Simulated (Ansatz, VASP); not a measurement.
# LaAgSb2 in two plane-wave programs, part 2 of 2

Wanted: the spread between two codes on one cell, functional and k mesh. The cell is a member of a volume series, scaled by 0.94 from a relaxed one, so a pressure remains.

VASP 6.6.1 and Ansatz 0.2.0.

So far. Step 3 (Ansatz: single point, PBEsol, volume scaled by 0.94): The run ends at a pressure of 5.50 GPa, with forces up to 0.26 eV/Å.

**5. Ansatz: single point, PBEsol, volume scaled by 1.04**

Level of this step: Ansatz beside VASP: Kohn-Sham DFT, plane waves, PBEsol (Ansatz).

A single point gives forces, pressure and levels at one fixed geometry, so differences don't come from the geometry; what else differs is listed under the comparison. The cell compared in this pair holds 212.04 Å³, against 191.65 Å³ for the pair before.

The cell is a member of a volume series, scaled by 1.04 from a relaxed one, so a pressure remains.

File input.yaml:

```yaml
crystal:
  lattice:
    - [4.4661127594, 0.0, 0.0]
    - [0.0, 4.4661127594, 0.0]
    - [0.0, 0.0, 10.6307122266]
  atoms:
    - { symbol: La, position: [0.0, 0.5, 0.2587479619] }
    - { symbol: La, position: [0.5, 0.0, 0.7412520381] }
    - { symbol: Ag, position: [0.0, 0.0, 0.0] }
    - { symbol: Ag, position: [0.5, 0.5, 0.0] }
    - { symbol: Sb, position: [0.0, 0.5, 0.8279882607] }
    - { symbol: Sb, position: [0.5, 0.0, 0.1720117393] }
    - { symbol: Sb, position: [0.0, 0.0, 0.5] }
    - { symbol: Sb, position: [0.5, 0.5, 0.5] }
hamiltonian:
  xc: pbesol
  pseudopotentials: { kind: paw }
kpoints:
  mp_grid: { grid: [5, 5, 2] }
scf:
  occupations: { method: gaussian, width: 0.05 }
  n_extra_bands: 6
output:
  forces: true
  stress: true
  eigenvalues: true
  write_density: true
  write_potential: true
  elf: true
  volumetric_format: npy
```

Run with:

```sh
$ ansatz run input.yaml --threads 4 --pin off --max-ram 9216MiB --backend cpu --events-out ev --progress --plain --runs-dir out
```

Numbers of over 12 decimals in the logs are rounded to 6 here.

What it wrote:

```text
[...]
Crystal: 8 atoms, lattice volume = 212.042 Å³
Basis set: ecut = 420 eV, 4179 PW (Γ), exchange–correlation on 60×60×144 points (8 copies of the dense FFT grid, shifted against one another)
Bands: 66, of which v1, the nominal top of the filled ones, is band 60 counted from 1 (59 counted from 0)
Symmetry: 16 space group operations
[...]
k-points: 12 of 50
[...]
k-point 0: bands = [... 56 lower, 10.9126, 11.5918, 12.3647, 12.3647, 12.3705, 13.4757, 13.8432, 13.9720, ... 2 higher]
  k-point 1: bands = [... 56 lower, 11.0274, 11.0446, 12.2418, 12.4202, 12.4202, 13.3890, 13.8336, 13.9541, ... 2 higher]
  k-point 2: bands = [... 56 lower, 10.8087, 11.6754, 11.7583, 12.0104, 13.1527, 13.3528, 13.4409, 13.5452, ... 2 higher]
  k-point 11: bands = [... 56 lower, 10.2513, 10.4313, 10.5649, 10.9647, 13.5854, 13.7695, 13.9025, 13.9885, ... 2 higher]
[key lines of the parts left out:]
SCF converged after 9 iterations
Free energy (F): -53005.458687 eV
Fermi energy:    12.030941 eV
P = ⅓ Tr σ = -2.6069 GPa (-26.069 kbar)
```

The job ended after 4.3 s (4 threads of Arm Neoverse V1, shared host; peak memory 0.7 GiB; 16 s of CPU time).

The run ends at a pressure of -2.61 GPa, with forces up to 0.14 eV/Å.

**6. VASP: single point, PBEsol, volume scaled by 1.04**

The same cell, functional, mesh and smearing now go to VASP, with its own data sets and cutoff.

File INCAR:

```
SYSTEM = LaAgSb2
PREC = Accurate
ENCUT = 400
EDIFF = 1E-06
NELM = 100
ISMEAR = 0
SIGMA = 0.05
LREAL = .FALSE.
ALGO = Normal
GGA = PS
NBANDS = 40
LORBIT = 11
LWAVE = .FALSE.
LCHARG = .FALSE.
KPAR = 4
ISIF = 2
```

File POSCAR:

```
LaAgSb2
1.0
    4.4661127594      0.0000000000      0.0000000000
    0.0000000000      4.4661127594      0.0000000000
    0.0000000000      0.0000000000     10.6307122266
La Ag Sb
2 2 4
Direct
    0.0000000000      0.5000000000      0.2587479619
    0.5000000000      0.0000000000      0.7412520381
    0.0000000000      0.0000000000      0.0000000000
    0.5000000000      0.5000000000      0.0000000000
    0.0000000000      0.5000000000      0.8279882607
    0.5000000000      0.0000000000      0.1720117393
    0.0000000000      0.0000000000      0.5000000000
    0.5000000000      0.5000000000      0.5000000000
```

File KPOINTS:

```
Automatic mesh
0
Gamma
5 5 2
0 0 0
```

The projector-augmented-wave data sets are La, Ag and Sb (PBE family, release 64).

Run with:

```sh
$ mpirun -np 4 vasp_std
```

What it wrote:

```text
[banner, memory and clock lines left out]
running    4 mpi-ranks, on    1 nodes
[...]
[... a notice as in an earlier step ...]

 LDA part: xc-table for (Slater+PW92), standard interpolation
 POSCAR, INCAR and KPOINTS ok, starting setup
[...]
entering main loop
       N       E                     dE             d eps       ncg     rms          rms(c)
DAV:   1     0.558321582939E+03    0.55832E+03   -0.19809E+04   960   0.157E+03
DAV:   2     0.899578831714E+02   -0.46836E+03   -0.43439E+03  1160   0.325E+02
DAV:   3    -0.203940517022E+02   -0.11035E+03   -0.10548E+03  1352   0.162E+02
DAV:   4    -0.415577755716E+02   -0.21164E+02   -0.19842E+02  1832   0.650E+01
[...]
DAV:  14    -0.416270802748E+02   -0.86190E-05   -0.65583E-05  1904   0.269E-02    0.576E-03
DAV:  15    -0.416270804834E+02   -0.20858E-06   -0.11204E-05  1672   0.148E-02    0.186E-03
DAV:  16    -0.416270807485E+02   -0.26508E-06   -0.92279E-07   840   0.570E-03
   1 F= -.41627081E+02 E0= -.41625046E+02  d E =-.406905E-02
```

OUTCAR, selected parts (step 6):

```text
  Total       -3.7431381     -3.7431381     -3.2003271      0.0000000     -0.0000000      0.0000000
  in kB      -28.2829496    -28.2829496    -24.1814989      0.0000000     -0.0000000      0.0000000
  external PRESSURE =     -26.9157994 kB  Pullay stress =       0.0000000 kB

 POSITION                                       TOTAL-FORCE (eV/Angst)
 -----------------------------------------------------------------------------------
      0.00000      2.23306      2.75068         0.000000     -0.000000     -0.002100
      2.23306      0.00000      7.88004        -0.000000     -0.000000      0.002100
      0.00000      0.00000      0.00000         0.000000     -0.000000      0.000000
      2.23306      2.23306      0.00000         0.000000      0.000000      0.000000
      0.00000      2.23306      8.80210         0.000000      0.000000      0.137617
      2.23306      0.00000      1.82861         0.000000     -0.000000     -0.137617
      0.00000      0.00000      5.31536         0.000000      0.000000      0.000000
      2.23306      2.23306      5.31536         0.000000     -0.000000      0.000000
 -----------------------------------------------------------------------------------
    total drift:                                0.000000      0.000000      0.000000

  FREE ENERGIE OF THE ION-ELECTRON SYSTEM (eV)
  ---------------------------------------------------
  free  energy   TOTEN  =       -41.6270807485 eV

  energy  without entropy=      -41.6230116993  energy(sigma->0) =      -41.62504622

[... 1 part as in an earlier step ...]

[... 2 further parts left out ...]
[key lines of the parts left out:]
E-fermi :   7.9072
```

The run ends at a pressure of -2.69 GPa, with forces up to 0.14 eV/Å.

**7. Comparison**

The two programs side by side:

```csv
quantity,Ansatz,VASP,difference
pressure (GPa),-2.61,-2.69,+0.08
```

Forces (eV/Å; atoms numbered as in POSCAR):

```csv
atom,"Ansatz x, y, z","VASP x, y, z"
La1,"0.000, 0.000, -0.007","0.000, 0.000, -0.002"
La2,"0.000, 0.000, 0.007","0.000, 0.000, 0.002"
Ag3,"0.000, 0.000, 0.000","0.000, 0.000, 0.000"
Ag4,"0.000, 0.000, 0.000","0.000, 0.000, 0.000"
Sb5,"0.000, 0.000, 0.139","0.000, 0.000, 0.138"
Sb6,"0.000, 0.000, -0.139","0.000, 0.000, -0.138"
Sb7,"0.000, 0.000, 0.000","0.000, 0.000, 0.000"
Sb8,"0.000, 0.000, 0.000","0.000, 0.000, 0.000"
```

The forces differ by 1.6 meV/Å r.m.s., which is 4.0 % of the r.m.s. force of 0.04 eV/Å (both taken over all components). Ansatz's pressure holds a Pulay correction of 0.03 GPa; VASP's holds none.

**8. VASP: single point, PBEsol, volume scaled by 1.06**

A single point gives forces, pressure and levels at one fixed geometry, so differences don't come from the geometry; what else differs is listed under the comparison. The cell compared in this pair holds 216.12 Å³, against 212.04 Å³ for the pair before.

INCAR is that of step 6.

Edit POSCAR of step 6 so:

```diff
@@ -2,5 +2,5 @@
 1.0
-    4.4661127594      0.0000000000      0.0000000000
-    0.0000000000      4.4661127594      0.0000000000
-    0.0000000000      0.0000000000     10.6307122266
+    4.4945601045      0.0000000000      0.0000000000
+    0.0000000000      4.4945601045      0.0000000000
+    0.0000000000      0.0000000000     10.6984255950
 La Ag Sb
```

KPOINTS is that of step 6.

Run with:

```sh
$ mpirun -np 4 vasp_std
```

What it wrote:

```text
[... set-up lines as in an earlier step ...]
 entering main loop
       N       E                     dE             d eps       ncg     rms          rms(c)
DAV:   1     0.558289420910E+03    0.55829E+03   -0.19688E+04   960   0.153E+03
DAV:   2     0.922097830438E+02   -0.46608E+03   -0.43129E+03  1160   0.323E+02
DAV:   3    -0.208956532577E+02   -0.11311E+03   -0.10757E+03  1424   0.162E+02
DAV:   4    -0.416710494567E+02   -0.20775E+02   -0.19444E+02  1816   0.672E+01
[...]
DAV:  13    -0.415457421732E+02   -0.53973E-04   -0.22026E-04  1872   0.537E-02    0.164E-02
DAV:  14    -0.415457487331E+02   -0.65599E-05   -0.44543E-05  1904   0.228E-02    0.539E-03
DAV:  15    -0.415457489068E+02   -0.17369E-06   -0.98937E-06  1712   0.139E-02
   1 F= -.41545749E+02 E0= -.41543646E+02  d E =-.420518E-02
```

OUTCAR, selected parts (step 8):

```text
  Total       -5.4419127     -5.4419127     -4.6274622      0.0000000      0.0000000      0.0000000
  in kB      -40.3429730    -40.3429730    -34.3051410      0.0000000      0.0000000      0.0000000
  external PRESSURE =     -38.3303624 kB  Pullay stress =       0.0000000 kB

 POSITION                                       TOTAL-FORCE (eV/Angst)
 -----------------------------------------------------------------------------------
      0.00000      2.24728      2.76820         0.000000     -0.000000      0.000808
      2.24728      0.00000      7.93023        -0.000000     -0.000000     -0.000808
      0.00000      0.00000      0.00000         0.000000     -0.000000     -0.000000
      2.24728      2.24728      0.00000         0.000000      0.000000     -0.000000
      0.00000      2.24728      8.85817         0.000000     -0.000000      0.193975
      2.24728      0.00000      1.84025         0.000000      0.000000     -0.193975
      0.00000      0.00000      5.34921         0.000000     -0.000000     -0.000000
      2.24728      2.24728      5.34921         0.000000      0.000000     -0.000000
 -----------------------------------------------------------------------------------
    total drift:                                0.000000      0.000000      0.000000

  FREE ENERGIE OF THE ION-ELECTRON SYSTEM (eV)
  ---------------------------------------------------
  free  energy   TOTEN  =       -41.5457489068 eV

  energy  without entropy=      -41.5415437279  energy(sigma->0) =      -41.54364632

[... 1 part as in an earlier step ...]

[... 2 further parts left out ...]
[key lines of the parts left out:]
E-fermi :   7.6894
```

The run ends at a pressure of -3.83 GPa, with forces up to 0.19 eV/Å.

**9. Ansatz: single point, PBEsol, volume scaled by 1.06**

The same cell, functional, mesh and smearing now go to Ansatz, which takes its cutoff from its data sets.

The cell is a member of a volume series, scaled by 1.06 from a relaxed one, so a pressure remains.

Edit input.yaml of step 5 so:

```diff
@@ -2,5 +2,5 @@
   lattice:
-    - [4.4661127594, 0.0, 0.0]
-    - [0.0, 4.4661127594, 0.0]
-    - [0.0, 0.0, 10.6307122266]
+    - [4.4945601045, 0.0, 0.0]
+    - [0.0, 4.4945601045, 0.0]
+    - [0.0, 0.0, 10.698425595]
   atoms:
@@ -26,5 +26 @@
   eigenvalues: true
-  write_density: true
-  write_potential: true
-  elf: true
-  volumetric_format: npy
```

Run with:

```sh
$ ansatz run input.yaml --threads 4 --pin off --max-ram 9216MiB --backend cpu --events-out ev --progress --plain --runs-dir out
```

What it wrote:

```text
[...]
Crystal: 8 atoms, lattice volume = 216.120 Å³
Basis set: ecut = 420 eV, 4275 PW (Γ), exchange–correlation on 64×64×144 points (8 copies of the dense FFT grid, shifted against one another)
Bands: 66, of which v1, the nominal top of the filled ones, is band 60 counted from 1 (59 counted from 0)
Symmetry: 16 space group operations
[...]
k-points: 12 of 50
[...]
k-point 0: bands = [... 56 lower, 10.6548, 11.3141, 12.0440, 12.0440, 12.0735, 13.1518, 13.4885, 13.6363, ... 2 higher]
  k-point 1: bands = [... 56 lower, 10.7574, 10.7773, 11.9629, 12.0964, 12.0964, 13.0601, 13.5056, 13.6110, ... 2 higher]
  k-point 2: bands = [... 56 lower, 10.5292, 11.3784, 11.4586, 11.7175, 12.8411, 13.0398, 13.1257, 13.2216, ... 2 higher]
  k-point 11: bands = [... 56 lower, 9.9696, 10.1735, 10.2865, 10.6873, 13.2591, 13.4439, 13.5534, 13.6395, ... 2 higher]
[key lines of the parts left out:]
SCF converged after 9 iterations
Free energy (F): -53005.377465 eV
Fermi energy:    11.736076 eV
P = ⅓ Tr σ = -3.7507 GPa (-37.507 kbar)
```

Wall time 3.3 s (4 threads); peak memory 0.7 GiB.

The run ends at a pressure of -3.75 GPa, with forces up to 0.20 eV/Å.

**10. Side by side**

Compared:

```csv
quantity,Ansatz,VASP,difference
pressure (GPa),-3.75,-3.83,+0.08
```

Forces (eV/Å; atoms numbered as in POSCAR):

```csv
atom,"Ansatz x, y, z","VASP x, y, z"
La1,"0.000, 0.000, -0.005","0.000, 0.000, 0.001"
La2,"0.000, 0.000, 0.005","0.000, 0.000, -0.001"
Ag3,"0.000, 0.000, 0.000","0.000, 0.000, 0.000"
Ag4,"0.000, 0.000, 0.000","0.000, 0.000, 0.000"
Sb5,"0.000, 0.000, 0.196","0.000, 0.000, 0.194"
Sb6,"0.000, 0.000, -0.196","0.000, 0.000, -0.194"
Sb7,"0.000, 0.000, 0.000","0.000, 0.000, 0.000"
Sb8,"0.000, 0.000, 0.000","0.000, 0.000, 0.000"
```

The forces differ by 1.8 meV/Å r.m.s., which is 3.2 % of the r.m.s. force of 0.06 eV/Å (both taken over all components). Ansatz's pressure holds a Pulay correction of 0.03 GPa; VASP's holds none.

**11. Summary of results**

| Property | Result |
| --- | --- |
| r.m.s. force difference (single point, PBEsol, volume scaled by 0.94) | 1.1 meV/Å |
| r.m.s. force difference (single point, PBEsol, volume scaled by 1.04) | 1.6 meV/Å |
| r.m.s. force difference (single point, PBEsol, volume scaled by 1.06) | 1.8 meV/Å |

The r.m.s. force difference is 1.8 meV/Å (single point, PBEsol, volume scaled by 1.06), within the 12 meV/Å picked in this series as the mark of a large difference. How closely two codes agree says nothing of how well the functional describes the real material.

[Lines on the potential files, build, host, timing and source positions are cut from VASP's logs without a mark.]

[Logs are printed without paths, hosts, clocks, repeated set-up lines and the standing remarks that a program may print on its own settings, such as how far it seeks lower states.]

[Hosts, paths, dates, database ids (printed as entryN), source tags and the programs' standing remarks are cut or masked in the printed files.]
